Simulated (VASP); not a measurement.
Level of theory: TPSS meta-GGA, VASP's PBE PAW potentials (set 64) (plane waves; VASP).

Input for VASP

POSCAR:
```
Sr
4.223890
  0.0000000000   0.7071067275   0.7071067275
  0.7071067275   0.0000000000   0.7071067275
  0.7071067275   0.7071067275   0.0000000000
Sr
1
direct
  0.0000000000   0.0000000000   0.0000000000
```

### INCAR
```
! general
SYSTEM  = Sr
PREC    = Accurate
ENCUT   = 520
LREAL   = .FALSE.
LASPH   = .TRUE.

! electronic loop
EDIFF   = 1E-7
NELM    = 100
ALGO    = Normal
LMAXMIX = 4
LMIXTAU = .TRUE.

! smearing
ISMEAR  = 1
SIGMA   = 0.1

! functional
METAGGA = TPSS

! ions
ISIF    = 2

! output
LWAVE   = .FALSE.
LCHARG  = .FALSE.
```

**KPOINTS**
```
Automatic mesh
0
Gamma
11 11 11
0 0 0
```

POTCAR, in this order: Sr_sv (PBE.64 set). Program: vasp_std.

Output

### OUTCAR
```
 ion  position               nearest neighbor table
   1  0.000  0.000  0.000-
  LATTYP: Found a face centered cubic cell.
 ALAT       =     5.9734820704
 Subroutine PRICEL returns:
 Original cell was already a primitive cell.
 Subroutine GETGRP returns: Found 48 space group operations
The static configuration has the point symmetry O_h .
The dynamic configuration has the point symmetry O_h .
 Subroutine INISYM returns: Found 48 space group operations
 Subroutine IBZKPT returns following result:
 Found     56 irreducible k-points:

 Following reciprocal coordinates:
            Coordinates               Weight
  0.000000  0.000000  0.000000      1.000000
  0.090909  0.000000  0.000000      8.000000
  0.181818  0.000000  0.000000      8.000000
  0.272727  0.000000  0.000000      8.000000
  0.363636  0.000000  0.000000      8.000000
  0.454545  0.000000  0.000000      8.000000
  0.090909  0.090909  0.000000      6.000000
  0.181818  0.090909  0.000000     24.000000
  0.272727  0.090909  0.000000     24.000000
  0.363636  0.090909  0.000000     24.000000
  0.454545  0.090909  0.000000     24.000000
 -0.454545  0.090909  0.000000     24.000000
 -0.363636  0.090909  0.000000     24.000000
 -0.272727  0.090909  0.000000     24.000000
 -0.181818  0.090909  0.000000     24.000000
 -0.090909  0.090909  0.000000     12.000000
  0.181818  0.181818  0.000000      6.000000
  0.272727  0.181818  0.000000     24.000000
  0.363636  0.181818  0.000000     24.000000
  0.454545  0.181818  0.000000     24.000000
 -0.454545  0.181818  0.000000     24.000000
 -0.363636  0.181818  0.000000     24.000000
 -0.272727  0.181818  0.000000     24.000000
 -0.181818  0.181818  0.000000     12.000000
  0.272727  0.272727  0.000000      6.000000
...
```

### OSZICAR
```
       N       E                     dE             d eps       ncg     rms          rms(c)
DAV:   1     0.509641560920E+02    0.50964E+02   -0.57572E+03  1658   0.306E+03
DAV:   2     0.790753383707E+01   -0.43057E+02   -0.42568E+02  1193   0.201E+02
DAV:   3     0.501809979395E+01   -0.28894E+01   -0.28573E+01  1868   0.658E+01
DAV:   4     0.498335114984E+01   -0.34749E-01   -0.34512E-01  1769   0.738E+00
DAV:   5     0.498282658623E+01   -0.52456E-03   -0.52442E-03  1630   0.622E-01    0.794E+01
DAV:   6    -0.102756043921E+02   -0.15258E+02   -0.36311E+01  1240   0.736E+01    0.178E+01
DAV:   7    -0.103117102279E+02   -0.36106E-01   -0.14076E+00  1604   0.107E+01    0.154E+01
DAV:   8    -0.102970073754E+02    0.14703E-01   -0.33711E-02  1294   0.186E+00    0.105E+01
DAV:   9    -0.103136100098E+02   -0.16603E-01   -0.32946E-01  1019   0.729E+00    0.442E-01
DAV:  10    -0.103893207701E+02   -0.75711E-01   -0.79821E-02  1054   0.425E+00    0.527E-01
DAV:  11    -0.101043478191E+02    0.28497E+00   -0.71322E-01  1008   0.142E+01    0.108E+00
DAV:  12    -0.102416616950E+02   -0.13731E+00   -0.51863E-01  1008   0.108E+01    0.643E-01
DAV:  13    -0.102447284169E+02   -0.30667E-02   -0.26185E-01  1008   0.729E+00    0.935E-01
DAV:  14    -0.102930186424E+02   -0.48290E-01   -0.13879E-01  1010   0.445E+00    0.885E-01
DAV:  15    -0.102938292646E+02   -0.81062E-03   -0.46087E-03  1213   0.939E-01    0.130E+00
DAV:  16    -0.102646853752E+02    0.29144E-01   -0.52042E-02  1013   0.301E+00    0.209E+00
DAV:  17    -0.102916653957E+02   -0.26980E-01   -0.32583E-02  1010   0.224E+00    0.251E+00
DAV:  18    -0.102891642752E+02    0.25011E-02   -0.17889E-03  1082   0.593E-01    0.281E+00
DAV:  19    -0.102972585578E+02   -0.80943E-02   -0.76068E-03  1015   0.108E+00    0.194E+00
DAV:  20    -0.102964623463E+02    0.79621E-03   -0.30061E-03  1298   0.436E-01    0.992E-01
DAV:  21    -0.102967007973E+02   -0.23845E-03   -0.14922E-03  1550   0.284E-01    0.533E-01
DAV:  22    -0.102965857039E+02    0.11509E-03   -0.27470E-04  1218   0.152E-01    0.506E-01
DAV:  23    -0.102966784281E+02   -0.92724E-04   -0.97103E-05  1224   0.889E-02    0.413E-01
DAV:  24    -0.102967827996E+02   -0.10437E-03   -0.36876E-05  1021   0.801E-02    0.403E-01
DAV:  25    -0.102968662300E+02   -0.83430E-04   -0.20319E-04  1016   0.166E-01    0.143E-01
DAV:  26    -0.102970771699E+02   -0.21094E-03   -0.15888E-04  1016   0.161E-01    0.694E-02
DAV:  27    -0.102970477868E+02    0.29383E-04   -0.65443E-05  1018   0.963E-02    0.233E-02
DAV:  28    -0.102971074286E+02   -0.59642E-04   -0.14651E-05  1024   0.508E-02    0.170E-02
DAV:  29    -0.102970964837E+02    0.10945E-04   -0.36481E-06  1052   0.227E-02    0.985E-03
DAV:  30    -0.102971121398E+02   -0.15656E-04   -0.52113E-06  1018   0.292E-02    0.425E-03
DAV:  31    -0.102971118008E+02    0.33894E-06   -0.17747E-06  1074   0.158E-02    0.170E-03
DAV:  32    -0.102971133023E+02   -0.15015E-05   -0.26670E-07  1102   0.700E-03    0.142E-03
DAV:  33    -0.102971134732E+02   -0.17086E-06   -0.33232E-08   628   0.216E-03    0.913E-04
DAV:  34    -0.102971135956E+02   -0.12241E-06   -0.42516E-09   528   0.739E-04    0.322E-04
DAV:  35    -0.102971135687E+02    0.26870E-07   -0.17599E-09   522   0.383E-04
   1 F= -.10297114E+02 E0= -.10296881E+02  d E =-.697692E-03
```

**OUTCAR**
```
------------------------ aborting loop because EDIFF is reached ----------------------------------------
  FORCE on cell =-STRESS in cart. coord.  units (eV):
  Direction    XX          YY          ZZ          XY          YZ          ZX
  --------------------------------------------------------------------------------------
  Total        0.1017753      0.1017753      0.1017753     -0.0000000      0.0000000     -0.0000000
  in kB        3.0600619      3.0600619      3.0600619     -0.0000000      0.0000000     -0.0000000
  external PRESSURE =       3.0600619 kB  Pullay stress =       0.0000000 kB
  volume of cell :       53.29
      direct lattice vectors                 reciprocal lattice vectors
     0.000000000  2.986741035  2.986741035    -0.167406546  0.167406546  0.167406546
     2.986741035  0.000000000  2.986741035     0.167406546 -0.167406546  0.167406546
     2.986741035  2.986741035  0.000000000     0.167406546  0.167406546 -0.167406546
 POSITION                                       TOTAL-FORCE (eV/Angst)
 -----------------------------------------------------------------------------------
      0.00000      0.00000      0.00000        -0.000000      0.000000     -0.000000
 -----------------------------------------------------------------------------------
    total drift:                                0.000000      0.000000     -0.000000
  FREE ENERGIE OF THE ION-ELECTRON SYSTEM (eV)
  ---------------------------------------------------
  free  energy   TOTEN  =       -10.2971135687 eV

  energy  without entropy=      -10.2964158765  energy(sigma->0) =      -10.29688100
```
(Selected blocks of OUTCAR.)

The compound is Sr in the fcc structure. This cell is one point of a volume scan, at 0.97 of the reference volume.
